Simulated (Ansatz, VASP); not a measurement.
# Hf17Al14O55 (amorphous 71HfO2-29Al2O3 (mol %)) in two plane-wave programs

Wanted: the spread between two codes on one cell, functional and k mesh. The structure shown is the start of the Ansatz relaxation below; VASP solves that cell, so the two are compared at the walk's first step.

Method: plane waves, with VASP 6.6.1 beside it; single point at PBE, in Ansatz 0.2.0.

### 1. Starting point

The cell holds 86 atoms: 17 Hf, 14 Al and 55 O. Its edges and angles: a = 10.284 Å, b = 10.284 Å, c = 10.284 Å, α = 90.0°, β = 90.0°, γ = 90.0°. As first built, before any earlier steps moved the atoms (in the runner's words): 86 atoms (17 Zr, 14 Al, 55 O) placed at random at 4.29 g/cm^3, melted at 5000 K for 10 ps at fixed volume with the Morse and Coulomb pair potential with partial charges (Pedone, Malavasi, Menziani, Cormack and Segre, J. Phys. Chem. B 110, 11780 (2006)). Quenched from 5000 K to 300 K at 50 K/ps and fixed volume, held 5 ps, then minimised at fixed cell. Then Zr was replaced by Hf (the potential has no terms for the new elements, so the cell is a start for a DFT relaxation).

### 2. Ansatz: relaxation, PBE

Ansatz runs on its default PAW (the set named soft_2) files.

The two programs are compared at the cell with which this relaxation starts, whose forces are those of its first step.

input.yaml

```yaml
crystal:
  lattice:
    - [10.2839, 0.0, 0.0]
    - [0.0, 10.2839, 0.0]
    - [0.0, 0.0, 10.2839]
  atoms:
    - { symbol: Hf, position: [0.94725, 0.56621, 0.90996] }
    - { symbol: Hf, position: [0.14522, 0.83504, 0.5289] }
    - { symbol: Hf, position: [0.6715, 0.30334, 0.8287] }
    - { symbol: Hf, position: [0.30834, 0.50029, 0.97884] }
    - { symbol: Hf, position: [0.11747, 0.74267, 0.17912] }
    - { symbol: Hf, position: [0.02419, 0.03403, 0.70685] }
    - { symbol: Hf, position: [0.48457, 0.94851, 0.92161] }
    - { symbol: Hf, position: [0.61038, 0.3822, 0.47958] }
    - { symbol: Hf, position: [0.35353, 0.42753, 0.65485] }
    - { symbol: Hf, position: [0.81344, 0.04766, 0.47176] }
    - { symbol: Hf, position: [0.7402, 0.20936, 0.2212] }
    - { symbol: Hf, position: [0.76806, 0.83967, 0.15435] }
    - { symbol: Hf, position: [0.68136, 0.51758, 0.09765] }
    - { symbol: Hf, position: [0.4906, 0.98071, 0.31585] }
    - { symbol: Hf, position: [0.01084, 0.27118, 0.95442] }
    - { symbol: Hf, position: [0.28292, 0.4551, 0.30548] }
    - { symbol: Hf, position: [0.2719, 0.17402, 0.45061] }
    - { symbol: Al, position: [0.06129, 0.53155, 0.45018] }
    - { symbol: Al, position: [0.4273, 0.67667, 0.47096] }
    - { symbol: Al, position: [0.15695, 0.84062, 0.91059] }
    - { symbol: Al, position: [0.60755, 0.83847, 0.59115] }
    - { symbol: Al, position: [0.02484, 0.24327, 0.2435] }
    - { symbol: Al, position: [0.36504, 0.74099, 0.75017] }
    - { symbol: Al, position: [0.45505, 0.69579, 0.16459] }
    - { symbol: Al, position: [0.51923, 0.09722, 0.64737] }
    - { symbol: Al, position: [0.77579, 0.02946, 0.92486] }
    - { symbol: Al, position: [0.88465, 0.73335, 0.60387] }
    - { symbol: Al, position: [0.45716, 0.23806, 0.09123] }
    - { symbol: Al, position: [0.28945, 0.18433, 0.79984] }
    - { symbol: Al, position: [0.90774, 0.34354, 0.6331] }
    - { symbol: Al, position: [0.23279, 0.05897, 0.11986] }
    - { symbol: O, position: [0.28688, 0.64263, 0.12163] }
    - { symbol: O, position: [0.98587, 0.39185, 0.77979] }
    - { symbol: O, position: [0.69902, 0.9568, 0.32082] }
    - { symbol: O, position: [0.76848, 0.46163, 0.91933] }
    - { symbol: O, position: [0.25579, 0.25426, 0.6362] }
    - { symbol: O, position: [0.90026, 0.31385, 0.13325] }
    - { symbol: O, position: [0.49793, 0.53794, 0.56108] }
    - { symbol: O, position: [0.21526, 0.80945, 0.34482] }
    - { symbol: O, position: [0.36986, 0.10653, 0.01341] }
    - { symbol: O, position: [0.73036, 0.73976, 0.55731] }
    - { symbol: O, position: [0.34293, 0.33734, 0.85677] }
    - { symbol: O, position: [0.61675, 0.10093, 0.85588] }
    - { symbol: O, position: [0.13846, 0.8687, 0.73888] }
    - { symbol: O, position: [0.59647, 0.3147, 0.02389] }
    - { symbol: O, position: [0.45651, 0.87257, 0.14424] }
    - { symbol: O, position: [0.02206, 0.67833, 0.51568] }
    - { symbol: O, position: [0.49842, 0.57045, 0.02448] }
    - { symbol: O, position: [0.16383, 0.918, 0.06678] }
    - { symbol: O, position: [0.9541, 0.41933, 0.49461] }
    - { symbol: O, position: [0.41759, 0.60338, 0.32211] }
    - { symbol: O, position: [0.08357, 0.70451, 0.97129] }
    - { symbol: O, position: [0.67144, 0.40639, 0.27253] }
    - { symbol: O, position: [0.51703, 0.8196, 0.7334] }
    - { symbol: O, position: [0.93606, 0.90924, 0.56501] }
    - { symbol: O, position: [0.30325, 0.0728, 0.27509] }
    - { symbol: O, position: [0.79038, 0.05494, 0.09589] }
    - { symbol: O, position: [0.12876, 0.14645, 0.8397] }
    - { symbol: O, position: [0.66903, 0.88358, 0.97775] }
    - { symbol: O, position: [0.63037, 0.69269, 0.1968] }
    - { symbol: O, position: [0.54576, 0.14693, 0.2053] }
    - { symbol: O, position: [0.32739, 0.57834, 0.7901] }
    - { symbol: O, position: [0.41025, 0.33455, 0.4219] }
    - { symbol: O, position: [0.51995, 0.28072, 0.67046] }
    - { symbol: O, position: [0.10897, 0.44566, 0.98828] }
    - { symbol: O, position: [0.10971, 0.17756, 0.1081] }
    - { symbol: O, position: [0.94796, 0.82891, 0.23926] }
    - { symbol: O, position: [0.91099, 0.96203, 0.85484] }
    - { symbol: O, position: [0.91115, 0.1694, 0.61226] }
    - { symbol: O, position: [0.73992, 0.37541, 0.64594] }
    - { symbol: O, position: [0.35034, 0.36622, 0.13539] }
    - { symbol: O, position: [0.50443, 0.8244, 0.44937] }
    - { symbol: O, position: [0.39241, 0.05774, 0.75948] }
    - { symbol: O, position: [0.66116, 0.0027, 0.60471] }
    - { symbol: O, position: [0.15358, 0.036, 0.5382] }
    - { symbol: O, position: [0.83914, 0.20027, 0.8801] }
    - { symbol: O, position: [0.32885, 0.8216, 0.89404] }
    - { symbol: O, position: [0.22718, 0.49605, 0.50478] }
    - { symbol: O, position: [0.69108, 0.20588, 0.42609] }
    - { symbol: O, position: [0.4419, 0.0747, 0.49497] }
    - { symbol: O, position: [0.31433, 0.73922, 0.58821] }
    - { symbol: O, position: [0.10615, 0.55898, 0.28576] }
    - { symbol: O, position: [0.15597, 0.29513, 0.33603] }
    - { symbol: O, position: [0.90831, 0.66983, 0.74897] }
    - { symbol: O, position: [0.84086, 0.64719, 0.06932] }
    - { symbol: O, position: [0.91527, 0.14792, 0.3248] }
kpoints:
  mp_grid: { grid: [1, 1, 1] }
hamiltonian:
  xc: pbe
scf:
  occupations: { method: fermi_dirac, width: 0.025 }
output:
  forces: true
relax:
  f_tol: 0.04
  max_steps: 250
  cell: {}
```

Started as:

```console
$ ansatz run input.yaml --threads 4 --pin off --max-ram 8192MiB --backend cpu --events-out ev --progress --plain --runs-dir out
```

Numbers of over 12 decimals in the logs are rounded to 6 here.

The log of the run:

```text
Engine: ansatz 0.2.0, aarch64-unknown-linux-gnu
Pseudopotentials: kind: paw
Pseudopotential: Hf, paw, valence charge 26, recommended cutoff 420 eV (normal), Hf.paw.azcp
Pseudopotential: Al, paw, valence charge 3, recommended cutoff 420 eV (normal), Al.paw.azcp
Pseudopotential: O, paw, valence charge 6, recommended cutoff 420 eV (normal), O.paw.azcp
Functional definition: PBE
  parameter kappa = 0.804
  parameter beta = 0.066725
  exchange = pbe_x(kappa = kappa, mu = beta*pi^2/3)
  correlation = pbe_c(beta = beta)
Crystal: 86 atoms, lattice volume = 1087.611 Å³
Basis set: ecut = 420 eV, 21247 PW (Γ), exchange–correlation on 144×144×144 points (8 copies of the dense FFT grid, shifted against one another)
Bands: 493, of which v1, the nominal top of the filled ones, is band 407 counted from 1 (406 counted from 0)
Symmetry: 1 space group operations
Space group: P1 (ITA 1), of the structure as read, at distance tolerance 1.0e-4 Å
k-points: 1
Non-local potential: Hf, projectors of the file, l = 0: 3, l = 1: 2, l = 2: 2, l = 3: 3
Non-local potential: Al, projectors of the file, l = 0: 2, l = 1: 2, l = 2: 1
Non-local potential: O, projectors of the file, l = 0: 2, l = 1: 2, l = 2: 1
PAW form: soft (Blöchl's): semilocal exchange-correlation on the pseudo side does not see the compensation charge
PAW one-centre angular grid: Hf, 590 points (default); XC on 64 Gauss nodes
PAW one-centre angular grid: Al, 110 points (default); XC on 64 Gauss nodes
PAW one-centre angular grid: O, 110 points (default); XC on 64 Gauss nodes
Initial density: superposition of atomic densities (neutral atoms: chi_scale 0, normalization atom), corrected by the library's trained network
Initial wavefunctions: pseudopotential atomic-orbital guess
Functional: x = pbe(κ = 0.804, μ = 0.219515), c = pbe(β = 0.066725)
SCF iter   1: F=—  HF=-306125.800060 eV  |F-HF|=—  |Δ(HF+E_count)|=         —  Δρ=3.65e-3  dr2=1.56e-1  ethr=1.77e-3  ⟨swp⟩=6.0  Hψ=1810  notcnv=0  defer=59
preconditioner: auto → Resta (q_TF=auto, 2.600 Å⁻¹)  ε∞=4.5  [insulator: Δε(μ)=3.496 eV  Ē_g=16.827 eV  σ=0.025 eV  W_gap=1.00  n_scr=340 (ndim 8)  ℏωp=31.4 eV  f_vac=0.110  D(μ)=0.00/eV (n_scr^D=0)  ε∞_Penn≈4.5]
SCF iter   2: F=—  HF=-306125.789663 eV  |F-HF|=—  |Δ(HF+E_count)|=   1.04e-2  Δρ=1.85e-3  dr2=3.13e-2  ethr=1.92e-5  ⟨swp⟩=2.0  Hψ=911  notcnv=0  defer=81
SCF iter   3: F=—  HF=-306125.790664 eV  |F-HF|=—  |Δ(HF+E_count)|=   1.00e-3  Δρ=8.25e-4  dr2=1.05e-2  ethr=3.85e-6  ⟨swp⟩=2.0  Hψ=713  notcnv=0  defer=81
SCF iter   4: F=—  HF=-306125.791274 eV  |F-HF|=—  |Δ(HF+E_count)|=   6.10e-4  Δρ=2.46e-4  dr2=9.60e-4  ethr=1.28e-6  ⟨swp⟩=2.0  Hψ=791  notcnv=0  defer=81
SCF iter   5: F=—  HF=-306125.791370 eV  |F-HF|=—  |Δ(HF+E_count)|=   9.61e-5  Δρ=1.64e-4  dr2=3.23e-4  ethr=1.18e-7  ⟨swp⟩=2.0  Hψ=815  notcnv=0  defer=81
SCF iter   6: F=—  HF=-306125.791430 eV  |F-HF|=—  |Δ(HF+E_count)|=   5.94e-5  Δρ=5.17e-5  dr2=3.64e-5  ethr=3.97e-8  ⟨swp⟩=2.0  Hψ=807  notcnv=0  defer=81
SCF iter   7: F=—  HF=-306125.793650 eV  |F-HF|=—  |Δ(HF+E_count)|=   2.22e-3  Δρ=3.72e-5  dr2=1.56e-5  ethr=4.47e-9  ⟨swp⟩=2.0  Hψ=890  notcnv=0  defer=81
SCF iter   8: F=—  HF=-306125.793652 eV  |F-HF|=—  |Δ(HF+E_count)|=   2.66e-6  Δρ=1.24e-5  dr2=2.22e-6  ethr=1.92e-9  ⟨swp⟩=2.0  Hψ=727  notcnv=0  defer=81
SCF iter   9: F=—  HF=-306125.793654 eV  |F-HF|=—  |Δ(HF+E_count)|=   1.43e-6  Δρ=6.35e-6  dr2=4.82e-7  ethr=2.73e-10  ⟨swp⟩=2.0  Hψ=819  notcnv=0  defer=81
SCF iter  10: F=—  HF=-306125.793654 eV  |F-HF|=—  |Δ(HF+E_count)|=   1.33e-7  Δρ=4.04e-6  dr2=1.81e-7  ethr=5.92e-11  ⟨swp⟩=3.0  Hψ=812  notcnv=0  defer=81
SCF iter  11: F=-306125.793654 eV  HF=-306125.793654 eV  |F-HF|=1.33e-8  |Δ(HF+E_count)|=   3.67e-8  Δρ=1.49e-6  dr2=3.23e-8  ethr=1.23e-11  ⟨swp⟩=4.0  Hψ=1593  notcnv=0
SCF 1 converged in 11 iterations: F = -306125.793654 eV  dr2 = 3.23e-8
  greatest PAW one-centre occupation: 0.999 electrons in one spin orbital (limit 2), on the Hf atom at site 3 (counted from 0), in its partial waves of l = 0
relax step   1: F+E_penalty+E_count = -306125.79365381 eV  Δ(F+E_penalty+E_count) = +0.000e0 eV  max|allowed force component| = 3.540e0 eV/Å  Δτ_max = 0.0000 Å  P = -1.410 GPa  Ω = 1087.611 Å³  (11 SCF iters, dr2 threshold 1.00e-7 eV, accepted)
Crystal: 86 atoms, lattice volume = 1065.751 Å³
Basis set: ecut = 420 eV, 20847 PW (Γ), exchange–correlation on 144×144×144 points (8 copies of the dense FFT grid, shifted against one another)
Initial density: handed on by an earlier stage of this run
Initial wavefunctions: those handed on with the density
iter 1 solved again at ethr=2.33e-4 eV; its pass at ethr=3.10e-3 eV (dr2=1.90e0 eV) is discarded
SCF iter   1: F=—  HF=-306128.033213 eV  |F-HF|=—  |Δ(HF+E_count)|=         —  Δρ=1.54e-2  dr2=1.94e0  ethr=2.33e-4  ⟨swp⟩=6.0  Hψ=2166  notcnv=0
[...]
atom  67  O     -0.00976098    -0.00084535    -0.00355585
  atom  68  O     -0.00074471     0.00475833     0.00306759
  atom  69  O     -0.00417763     0.00774774    -0.00094419
  atom  70  O     -0.00172630     0.00521922     0.00028495
  atom  71  O      0.00842955    -0.00256369     0.00141404
  atom  72  O      0.00216582     0.00687560     0.00013592
  atom  73  O      0.00221709     0.00279049     0.00265301
  atom  74  O     -0.00392467     0.00009087    -0.00550795
  atom  75  O      0.00644977     0.01086913    -0.01142441
  atom  76  O     -0.00434508    -0.00135228    -0.00147160
  atom  77  O      0.00065498    -0.00483681    -0.00829524
  atom  78  O      0.00124693    -0.00476108     0.00550711
  atom  79  O     -0.00785020     0.00004227    -0.00699725
  atom  80  O     -0.00051418    -0.00186964    -0.00397218
  atom  81  O      0.00506262     0.00237412     0.00082962
  atom  82  O      0.00320521    -0.00455087     0.00009300
  atom  83  O     -0.00706462    -0.00121946    -0.00247121
  atom  84  O      0.00431465    -0.00445630     0.00816840
  atom  85  O     -0.00611629     0.00236101    -0.00125360
  atom  86  O      0.00040736     0.00113533    -0.00486983
  max |Σ_I F_I| component: 1.95e-5 eV/Å
--- Stress (GPa, compression-positive) ---
       -0.010285      -0.005433       0.003473
       -0.005426       0.004581      -0.005596
        0.003472      -0.005593      -0.013857
  P = ⅓ Tr σ = -0.0065 GPa (-0.065 kbar)
--- Relaxed structure (8 steps of the walk, 8 accepted, 2 SCFs on fresh bases) ---
  F+E_penalty+E_count = -306128.79620601 eV   max|allowed force component| = 2.069e-2 eV/Å   (the final SCF, on the basis selected at the relaxed cell)
  cell:  # Å, volume = 1070.5944 Å³
    - [10.459715, 0.108668, -0.181816]
    - [0.108668, 10.278714, 0.080709]
    - [-0.181816, 0.080709, 9.962786]
  atoms:
    - { symbol: Hf, position: [0.931456, 0.575367, 0.904928] }
    - { symbol: Hf, position: [0.151620, 0.839440, 0.524112] }
    - { symbol: Hf, position: [0.673031, 0.318284, 0.826834] }
    - { symbol: Hf, position: [0.300766, 0.493387, 0.979316] }
    - { symbol: Hf, position: [0.101767, 0.738560, 0.186085] }
    - { symbol: Hf, position: [0.017195, 0.034070, 0.720520] }
    - { symbol: Hf, position: [0.487268, 0.936594, 0.923932] }
    - { symbol: Hf, position: [0.610576, 0.384564, 0.467348] }
    - { symbol: Hf, position: [0.364545, 0.417653, 0.642613] }
    - { symbol: Hf, position: [0.807912, 0.053202, 0.472473] }
    - { symbol: Hf, position: [0.730723, 0.212514, 0.207839] }
    - { symbol: Hf, position: [0.762230, 0.841396, 0.159627] }
    - { symbol: Hf, position: [0.680155, 0.526097, 0.096166] }
    - { symbol: Hf, position: [0.491640, 0.985898, 0.312590] }
    - { symbol: Hf, position: [0.00589212, 0.274744, 0.956513] }
    - { symbol: Hf, position: [0.283745, 0.463094, 0.297854] }
    - { symbol: Hf, position: [0.272559, 0.167341, 0.456445] }
    - { symbol: Al, position: [0.067372, 0.530904, 0.457941] }
    - { symbol: Al, position: [0.430569, 0.677576, 0.475475] }
    - { symbol: Al, position: [0.169737, 0.822959, 0.911344] }
    - { symbol: Al, position: [0.617925, 0.835386, 0.595282] }
    - { symbol: Al, position: [0.017220, 0.247492, 0.251003] }
    - { symbol: Al, position: [0.388671, 0.719615, 0.752140] }
    - { symbol: Al, position: [0.456316, 0.689643, 0.162330] }
    - { symbol: Al, position: [0.526859, 0.102549, 0.660025] }
    - { symbol: Al, position: [0.764629, 0.040073, 0.920955] }
    - { symbol: Al, position: [0.888346, 0.746360, 0.599327] }
    - { symbol: Al, position: [0.456473, 0.243930, 0.060694] }
    - { symbol: Al, position: [0.296853, 0.174509, 0.818990] }
    - { symbol: Al, position: [0.903489, 0.346799, 0.628794] }
    - { symbol: Al, position: [0.227651, 0.054596, 0.118455] }
    - { symbol: O, position: [0.283166, 0.624310, 0.130660] }
    - { symbol: O, position: [0.968720, 0.402982, 0.785839] }
    - { symbol: O, position: [0.697212, 0.958121, 0.320028] }
    - { symbol: O, position: [0.743648, 0.483646, 0.902629] }
    - { symbol: O, position: [0.265277, 0.250916, 0.647760] }
    - { symbol: O, position: [0.899391, 0.323458, 0.131044] }
    - { symbol: O, position: [0.504774, 0.544932, 0.574018] }
    - { symbol: O, position: [0.205507, 0.807155, 0.341292] }
    - { symbol: O, position: [0.353540, 0.101614, 0.00245556] }
    - { symbol: O, position: [0.735872, 0.735138, 0.538967] }
    - { symbol: O, position: [0.378439, 0.320219, 0.883092] }
    - { symbol: O, position: [0.610304, 0.104865, 0.848419] }
    - { symbol: O, position: [0.134096, 0.871202, 0.744056] }
    - { symbol: O, position: [0.615204, 0.315946, 0.032384] }
    - { symbol: O, position: [0.453469, 0.870087, 0.140739] }
    - { symbol: O, position: [0.027779, 0.684164, 0.523409] }
    - { symbol: O, position: [0.496417, 0.573396, 0.030040] }
    - { symbol: O, position: [0.165304, 0.905848, 0.065738] }
    - { symbol: O, position: [0.958154, 0.414588, 0.484448] }
    - { symbol: O, position: [0.427879, 0.600970, 0.321918] }
    - { symbol: O, position: [0.084037, 0.690731, 0.972476] }
    - { symbol: O, position: [0.674213, 0.418119, 0.276288] }
    - { symbol: O, position: [0.533053, 0.806245, 0.747009] }
    - { symbol: O, position: [0.938257, 0.913404, 0.559678] }
[...]
- { symbol: O, position: [0.681126, 0.207203, 0.419439] }
    - { symbol: O, position: [0.447979, 0.082936, 0.492034] }
    - { symbol: O, position: [0.315982, 0.743972, 0.590099] }
    - { symbol: O, position: [0.100906, 0.556381, 0.284696] }
    - { symbol: O, position: [0.160467, 0.296301, 0.338510] }
    - { symbol: O, position: [0.898355, 0.692183, 0.763151] }
    - { symbol: O, position: [0.836135, 0.645209, 0.069007] }
    - { symbol: O, position: [0.902458, 0.149604, 0.327117] }
```

In the SCF lines HF is the Harris–Foulkes energy and dr2 the Hartree energy of the density residual, in eV; the loop may stop once dr2 is under the threshold and the program's other checks hold. Hψ counts applications of the Hamiltonian.

(Part 1 of 2 ends here.)

[Lines on the potential files, build, host, timing and source positions are cut from VASP's logs without a mark.]

[Logs are printed without paths, hosts, clocks, repeated set-up lines and the standing remarks that a program may print on its own settings, such as how far it seeks lower states.]

[Hosts, paths, dates, database ids (printed as entryN), source tags and the programs' standing remarks are cut or masked in the printed files.]
